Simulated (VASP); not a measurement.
# AgRh (P-6m2) in VASP: further runs

One crystal, AgRh, is run at these levels: PBE+D3(BJ); tasks: equation of state.

Everything below comes from runs of VASP 6.6.1. Logs are shortened: lines on timing, memory, paths and dates and some standing lists are left out, and cuts for length are marked.

### Step 1. Starting point

The structure is hexagonal, space group P-6m2 (No. 187). Conventional cell: a = 2.737 Å, b = 2.737 Å, c = 4.687 Å, α = 90.00°, β = 90.00°, γ = 120.00°. Ag (site symmetry -6m2) has 6 Ag at 2.74 Å and 6 Rh at 2.83 Å as nearest neighbours. Around Rh (site symmetry -6m2) lie 6 Rh at 2.74 Å and 6 Ag at 2.83 Å.

The cell comes from a database or a generator and needn't be the stable form of this composition.

### Step 2. Equation of state, PBE+D3(BJ), 14.60 Å³/atom (a relaxed cell with its volume scaled by 0.96)

Input file INCAR:

```
PREC = Accurate
ENCUT = 520
EDIFF = 1E-6
ISMEAR = -1
SIGMA = 0.05
LREAL = False
LASPH = True
NELM = 100
ALGO = Normal
ISIF = 2
LWAVE = False
LCHARG = False
GGA = PE
IVDW = 12
```

Input file KPOINTS:

```
regular mesh
0
Gamma
  10 10 6
```

Input file POSCAR:

```
AgRh                                    
1.0
    2.7001388467      0.0000000000      0.0000000000
   -1.3500694233      2.3383888350     -0.0000000000
    0.0000000000      0.0000000000      4.6233840868
  Ag              Rh            
     1     1
Direct
     0.0000000000000000    0.0000000000000000    0.5000000000000000
     0.6666666667000030    0.3333333332999970    0.0000000000000000
```

Potentials or basis: VASP PAW PBE potentials, release 64 (Ag, Rh_pv).

Launch:

```
cat potpaw_PBE.64/Ag/POTCAR potpaw_PBE.64/Rh_pv/POTCAR > POTCAR
mpirun -np 1 vasp_std > vasp.out
```

OUTCAR:

```text
PREC = Accurate
   ENCUT = 520
   EDIFF = 1E-6
   ISMEAR = -1
   LREAL = False
   LASPH = True
   NELM = 100
   ISIF = 2
   GGA = PE
   IVDW = 12
 IVDW          = 12

 ion  position               nearest neighbor table
   1  0.000  0.000  0.500-   2 2.79   2 2.79   2 2.79   2 2.79   2 2.79   2 2.79
   2  0.667  0.333  0.000-   1 2.79   1 2.79   1 2.79   1 2.79   1 2.79   1 2.79

  LATTYP: Found a hexagonal cell.
 ALAT       =     2.7001388467
 C/A-ratio  =     1.7122764233

  Lattice vectors:

 A1 = (   2.7001388467,   0.0000000000,   0.0000000000)
 A2 = (  -1.3500694233,   2.3383888350,   0.0000000000)
 A3 = (   0.0000000000,   0.0000000000,   4.6233840868)

Analysis of symmetry for initial positions (statically):
=====================================================================
 Subroutine PRICEL returns:
 Original cell was already a primitive cell.

 Routine SETGRP: Setting up the symmetry group for a
 hexagonal supercell.

 Subroutine GETGRP returns: Found 12 space group operations
 (whereof 12 operations were pure point group operations)
 out of a pool of 24 trial point group operations.

The static configuration has the point symmetry D_3h.

Analysis of symmetry for dynamics (positions and initial velocities):
=====================================================================
 Subroutine PRICEL returns:
 Original cell was already a primitive cell.

 Routine SETGRP: Setting up the symmetry group for a
 hexagonal supercell.

 Subroutine GETGRP returns: Found 12 space group operations
 (whereof 12 operations were pure point group operations)
 out of a pool of 24 trial point group operations.

The dynamic configuration has the point symmetry D_3h.

 Subroutine INISYM returns: Found 12 space group operations
 (whereof 12 operations are pure point group operations),
 and found     1 'primitive' translations

----------------------------------------------------------------------------------------

                                     Primitive cell

  volume of cell :      29.1919

  direct lattice vectors                    reciprocal lattice vectors
     2.700138847  0.000000000  0.000000000     0.370351325  0.213822437  0.000000000
    -1.350069423  2.338388835  0.000000000     0.000000000  0.427644875  0.000000000
     0.000000000  0.000000000  4.623384087     0.000000000  0.000000000  0.216291786

  length of vectors
     2.700138847  2.700138847  4.623384087     0.427644875  0.427644875  0.216291786

  position of ions in fractional coordinates (direct lattice)
     0.000000000  0.000000000  0.500000000
     0.666666667  0.333333333  0.000000000

  ion indices of the primitive-cell ions
   primitive index   ion index
                 1           1
                 2           2

----------------------------------------------------------------------------------------

 KPOINTS: regular mesh

Automatic generation of k-mesh.
 Grid dimensions read from file:
 generate k-points for:   10   10    6

 Generating k-lattice:

  Cartesian coordinates                     Fractional coordinates (reciprocal lattice)
     0.037035133  0.021382244  0.000000000     0.100000000 -0.000000000  0.000000000
     0.000000000  0.042764487  0.000000000     0.000000000  0.100000000  0.000000000
     0.000000000  0.000000000  0.036048631     0.000000000  0.000000000  0.166666667

  Length of vectors
     0.042764487  0.042764487  0.036048631

  Shift w.r.t. Gamma in fractional coordinates (k-lattice)
     0.000000000  0.000000000  0.000000000

 Subroutine IBZKPT returns following result:
 ===========================================

 Found     56 irreducible k-points:

 Following reciprocal coordinates:
            Coordinates               Weight
  0.000000  0.000000  0.000000      1.000000
  0.100000 -0.000000  0.000000      6.000000
  0.200000 -0.000000  0.000000      6.000000
  0.300000 -0.000000  0.000000      6.000000
  0.400000 -0.000000  0.000000      6.000000
  0.500000 -0.000000  0.000000      3.000000
[... 16 lines left out ...]
  0.300000  0.100000  0.166667     24.000000
  0.400000  0.100000  0.166667     24.000000
 [... further k-points ...]
   k-points           NKPTS =     56   k-points in BZ     NKDIM =     56   number of bands    NBANDS=     17
   number of dos      NEDOS =    301   number of ions     NIONS =      2
   total plane-waves  NPLWV =  14400
   dimension x,y,z NGX =    20 NGY =   20 NGZ =   36
   dimension x,y,z NGXF=    40 NGYF=   40 NGZF=   72
   ions per type =               1   1
   NGX,Y,Z   is equivalent  to a cutoff of  12.31, 12.31, 12.94 a.u.
   NGXF,Y,Z  is equivalent  to a cutoff of  24.63, 24.63, 25.89 a.u.
 SYSTEM =  unknown system
   PREC   = accura    normal or accurate (medium, high low for compatibility)
   ISTART =      0    job   : 0-new  1-cont  2-samecut
   ICHARG =      2    charge: 1-file 2-atom 10-const
   ISPIN  =      1    spin polarized calculation?
   LNONCOLLINEAR =      F non collinear calculations
   LSORBIT =      F    spin-orbit coupling
   LASPH  =      T    aspherical Exc in radial PAW
   ENCUT  =  520.0 eV  38.22 Ry    6.18 a.u.   5.02  5.02  8.60*2*pi/ulx,y,z
   NELM   =    100;   NELMIN=  2; NELMDL= -5     # of ELM steps
   EDIFF  = 0.1E-05   stopping-criterion for ELM
   LREAL  =      F    real-space projection
   EDIFFG = 0.1E-04   stopping-criterion for IOM
   NSW    =      0    number of steps for IOM
   IBRION =     -1    ionic relax: 0-MD 1-quasi-New 2-CG
   NFREE  =      0    steps in history (QN), initial steepest desc. (CG)
   ISIF   =      2    stress and relaxation
   ISYM   =      2    0-nonsym 1-usesym 2-fastsym
   POTIM  = 0.5000    time-step for ionic-motion
   TEBEG  =    0.0;   TEEND  =   0.0 temperature during run
   PSTRESS=    0.0 pullay stress
   NELECT =      26.0000    total number of electrons
   NUPDOWN=      -1.0000    fix difference up-down
   EMIN   =  10.00;   EMAX   =-10.00  energy-range for DOS
   EFERMI =   0.00;   METHOD = LEGACY
   ISMEAR =    -1;   SIGMA  =   0.05  broadening in eV -4-tet -1-fermi 0-gaus
   EFERMI_NEDOS =   21; number of points for ismear=-14 and -15
   IALGO  =     38    algorithm
   IMIX   =      4    mixing-type and parameters
     AMIX     =   0.40;   BMIX     =  1.00
     AMIX_MAG =   1.60;   BMIX_MAG =  1.00
  volume/ion in A,a.u.               =      14.60        98.50
  Fermi-wavevector in a.u.,A,eV,Ry     =   1.575113  2.976532 33.755790  2.480981
  Thomas-Fermi vector in A             =   2.676146
   LORBIT       =      0    0 simple, 1 ext, 2 COOP (PROOUT), +10 PAW based schemes
   GGA     = PE    functional components
   LHFCALC =     F    Hartree Fock is set to
   AEXX    =    0.0000 exact exchange contribution
   IVDW    =    12    specifies the selected vdW correction
   LEPSILON=     F    determine dielectric tensor
   LRPA    =     F    only Hartree local field effects (RPA)
 non-spin polarized calculation
  energy-cutoff  :      520.00
  volume of cell :       29.19
 maximum number of plane-waves:       809
 NGX is ok and might be reduce to    20
   NGX =  9   NGY =  9   NGZ = 17

 number of electron      26.0000010 magnetization

 Free energy of the ion-electron system (eV)
  ---------------------------------------------------
  ext. energy  EPLUGINS =         0.00000000
  ---------------------------------------------------
  free energy    TOTEN  =        -9.32317204 eV

  energy without entropy =       -9.29353895  energy(sigma->0) =       -9.30835550

 E-fermi :  10.4016     XC(G=0): -13.3852

 val. band max:       10.3953443070   @ k =   0.2000  -0.0000   0.1667
 cond. band min:      10.4151951845   @ k =   0.3000   0.1000   0.5000
 fundamental gap:      0.0198508774
 Fermi energy:        10.4016474361

 k-point     1 :       0.0000    0.0000    0.0000
  band No.  band energies     occupation
      1     -35.4243      2.00000
      2     -35.3582      2.00000
      3     -35.3582      2.00000
      4       2.4739      2.00000
      5       3.9818      2.00000
      6       5.6747      2.00000
[... 9 lines left out ...]
     16      16.5504      0.00000
     17      27.0801      0.00000

 k-point     2 :       0.1000   -0.0000    0.0000
  band No.  band energies     occupation
      1     -35.4172      2.00000
      2     -35.4109      2.00000
      3     -35.3707      2.00000
      4       2.8105      2.00000
      5       4.1846      2.00000
      6       5.5309      2.00000
[... 9 lines left out ...]
     16      16.5598      0.00000
     17      27.1498      0.00000

 k-point     3 :       0.2000   -0.0000    0.0000
  band No.  band energies     occupation
      1     -35.5475      2.00000
      2     -35.4034      2.00000
      3     -35.3985      2.00000
      4       3.6613      2.00000
      5       4.5671      2.00000
      6       5.4200      2.00000
[... 9 lines left out ...]
     16      16.6366      0.00000
     17      24.7918      0.00000

 k-point     4 :       0.3000   -0.0000    0.0000
  band No.  band energies     occupation
      1     -35.7138      2.00000
      2     -35.4436      2.00000
      3     -35.3753      2.00000
      4       4.0468      2.00000
      5       4.8981      2.00000
      6       5.1391      2.00000
[... 9 lines left out ...]
     16      16.9139      0.00000
     17      21.1323      0.00000
[... 343 lines left out ...]
      1     -35.6437      2.00000
      2     -35.4430      2.00000
      3     -35.3836      2.00000
      4       4.3312      2.00000
      5       4.8612      2.00000
      6       5.3041      2.00000
[... 9 lines left out ...]
     16      18.9378      0.00000
     17      23.2753      0.00000

 k-point    23 :       0.3000    0.1000    0.1667
  band No.  band energies     occupation
      1     -35.7832      2.00000
      2     -35.4891      2.00000
      3     -35.3624      2.00000
      4       4.1641      2.00000
      5       4.6926      2.00000
      6       5.3815      2.00000
[... 9 lines left out ...]
     16      19.6422      0.00000
     17      20.2159      0.00000

 k-point    24 :       0.4000    0.1000    0.1667
  band No.  band energies     occupation
      1     -35.8684      2.00000
      2     -35.5174      2.00000
      3     -35.3493      2.00000
      4       3.9447      2.00000
      5       4.4224      2.00000
      6       5.4469      2.00000
[... 9 lines left out ...]
     16      18.5129      0.00000
     17      20.3108      0.00000

 [... further k-points ...]

------------------------ aborting loop because EDIFF is reached ----------------------------------------

 Edisp (eV)   -1.29691

 E8    (eV) :    -0.5745

  FORCE on cell =-STRESS in cart. coord.  units (eV):
  Direction    XX          YY          ZZ          XY          YZ          ZX
  --------------------------------------------------------------------------------------
  -------------------------------------------------------------------------------------
  Total       1.57692     1.57692     1.39083     0.00000     0.00000    -0.00000
  in kB      86.54825    86.54825    76.33448     0.00000     0.00000    -0.00000
  external pressure =       83.14 kB  Pullay stress =        0.00 kB

 VOLUME and BASIS-vectors are now :
 -----------------------------------------------------------------------------
  energy-cutoff  :      520.00
  volume of cell :       29.19
      direct lattice vectors                 reciprocal lattice vectors
     2.700138847  0.000000000  0.000000000     0.370351325  0.213822437  0.000000000
    -1.350069423  2.338388835  0.000000000     0.000000000  0.427644875  0.000000000
     0.000000000  0.000000000  4.623384087     0.000000000  0.000000000  0.216291786

 POSITION                                       TOTAL-FORCE (eV/Angst)
 -----------------------------------------------------------------------------------
      0.00000      0.00000      2.31169         0.000000      0.000000      0.000000
      1.35007      0.77946      0.00000        -0.000000      0.000000      0.000000
 -----------------------------------------------------------------------------------
    total drift:                               -0.000000      0.000000      0.000000

  FREE ENERGIE OF THE ION-ELECTRON SYSTEM (eV)
  ---------------------------------------------------
  free  energy   TOTEN  =       -10.6200863554 eV

  energy  without entropy=      -10.5904532596  energy(sigma->0) =      -10.60526981
```

Run time: 18 s. Hardware: 1 thread of Intel Xeon Platinum 8375C at 2.90GHz (Ice Lake), shared host; peak memory 0.17 GiB.

What came out:

* Free energy: -10.6201 eV
* Pressure: 8.3 GPa
* Band gap on the k mesh: none (metal or under the smearing width)
* Dispersion energy per atom: -0.648 eV

Caveat: pairwise dispersion overbinds metals, which lowers pressure and volume.

### Step 3. Equation of state, PBE+D3(BJ), 14.90 Å³/atom (a relaxed cell with its volume scaled by 0.98)

INCAR is that of step 2.

KPOINTS is that of step 2.

Input file POSCAR:

```
AgRh                                    
1.0
    2.7187610823      0.0000000000      0.0000000000
   -1.3593805412      2.3545161641     -0.0000000000
    0.0000000000      0.0000000000      4.6552705019
  Ag              Rh            
     1     1
Direct
     0.0000000000000000    0.0000000000000000    0.5000000000000000
     0.6666666667000030    0.3333333332999970    0.0000000000000000
```

Potentials or basis: VASP PAW PBE potentials, release 64 (Ag, Rh_pv).

Launch:

```
cat potpaw_PBE.64/Ag/POTCAR potpaw_PBE.64/Rh_pv/POTCAR > POTCAR
mpirun -np 1 vasp_std > vasp.out
```

Wall time 18 s (1 thread of Intel Xeon Platinum 8375C at 2.90GHz (Ice Lake), shared host); peak memory 0.17 GiB.

The run converged. Its results:

```
Free energy                : -10.6436 eV
Pressure                   : 4.0 GPa
Band gap on the k mesh     : none (metal or under the smearing width)
Dispersion energy per atom : -0.635 eV
```

Caveat: pairwise dispersion overbinds metals, which lowers pressure and volume.

### Step 4. Equation of state, PBE+D3(BJ), 15.20 Å³/atom

INCAR is that of step 3.

KPOINTS is that of step 3.

Input file POSCAR:

```
AgRh                                    
1.0
    2.7371316469      0.0000000000      0.0000000000
   -1.3685658235      2.3704255397     -0.0000000000
    0.0000000000      0.0000000000      4.6867259865
  Ag              Rh            
     1     1
Direct
     0.0000000000000000    0.0000000000000000    0.5000000000000000
     0.6666666667000030    0.3333333332999970    0.0000000000000000
```

Launch:

```
cat potpaw_PBE.64/Ag/POTCAR potpaw_PBE.64/Rh_pv/POTCAR > POTCAR
mpirun -np 1 vasp_std > vasp.out
```

Wall time 18 s (1 thread of Intel Xeon Platinum 8375C at 2.90GHz (Ice Lake), shared host); peak memory 0.17 GiB.

The run converged. Its results:

| Property | Result |
| --- | --- |
| Free energy | -10.6516 eV |
| Pressure | 0.2 GPa |
| Band gap on the k mesh | none (metal or under the smearing width) |
| Dispersion energy per atom | -0.621 eV |

Caveat: pairwise dispersion overbinds metals, which lowers pressure and volume.

### Step 5. Equation of state, PBE+D3(BJ), 15.51 Å³/atom (a relaxed cell with its volume scaled by 1.02)

INCAR is that of step 4.

KPOINTS is that of step 4.

Input file POSCAR:

```
AgRh                                    
1.0
    2.7552588748      0.0000000000      0.0000000000
   -1.3776294374      2.3861241796     -0.0000000000
    0.0000000000      0.0000000000      4.7177648115
  Ag              Rh            
     1     1
Direct
     0.0000000000000000    0.0000000000000000    0.5000000000000000
     0.6666666667000030    0.3333333332999970    0.0000000000000000
```

Launch:

```
cat potpaw_PBE.64/Ag/POTCAR potpaw_PBE.64/Rh_pv/POTCAR > POTCAR
mpirun -np 1 vasp_std > vasp.out
```

Run time: 18 s. Hardware: 1 thread of Intel Xeon Platinum 8375C at 2.90GHz (Ice Lake), shared host; peak memory 0.17 GiB.

It converged, with:

```yaml
Free_energy: -10.6460 eV
Pressure: -3.2 GPa
Band_gap_on_the_k_mesh: none (metal or under the smearing width)
Dispersion_energy_per_atom: -0.609 eV
```

Caveat: pairwise dispersion overbinds metals, which lowers pressure and volume.

### Step 6. Equation of state, PBE+D3(BJ), 15.81 Å³/atom (a relaxed cell with its volume scaled by 1.04)

INCAR is that of step 5.

KPOINTS is that of step 5.

Input file POSCAR:

```
AgRh                                    
1.0
    2.7731506676      0.0000000000      0.0000000000
   -1.3865753338      2.4016189267     -0.0000000000
    0.0000000000      0.0000000000      4.7484005063
  Ag              Rh            
     1     1
Direct
     0.0000000000000000    0.0000000000000000    0.5000000000000000
     0.6666666667000030    0.3333333332999970    0.0000000000000000
```

Potentials or basis: VASP PAW PBE potentials, release 64 (Ag, Rh_pv).

Launch:

```
cat potpaw_PBE.64/Ag/POTCAR potpaw_PBE.64/Rh_pv/POTCAR > POTCAR
mpirun -np 1 vasp_std > vasp.out
```

It took 20 s on 1 thread of Intel Xeon Platinum 8375C at 2.90GHz (Ice Lake), shared host; peak memory 0.18 GiB.

It converged, with:

- Free energy: -10.6284 eV
- Pressure: -6.2 GPa
- Band gap on the k mesh: none (metal or under the smearing width)
- Dispersion energy per atom: -0.597 eV

Caveat: pairwise dispersion overbinds metals, which lowers pressure and volume.

### Step 7. Equation of state, PBE+D3(BJ)

This step only gathers the single runs of the series.

What came out:

| Quantity | Value |
| --- | --- |
| Equilibrium volume | 15.22 Å³/atom |
| Bulk modulus at fixed shape and positions | 178 GPa |
| Pressure derivative of the bulk modulus | 5.5 (rough: it moves with the points fitted) |

Energy against volume, from the lowest point:
```tsv
volume (Å³/atom)	energy (meV/atom)
14.596	15.75
14.900	4.00
15.204	0.00
15.508	2.81
15.812	11.61
```

Caveat: the cell was scaled at fixed shape and fractional positions, which overstates the stiffness of a crystal with free parameters, most of all of layers and chains.
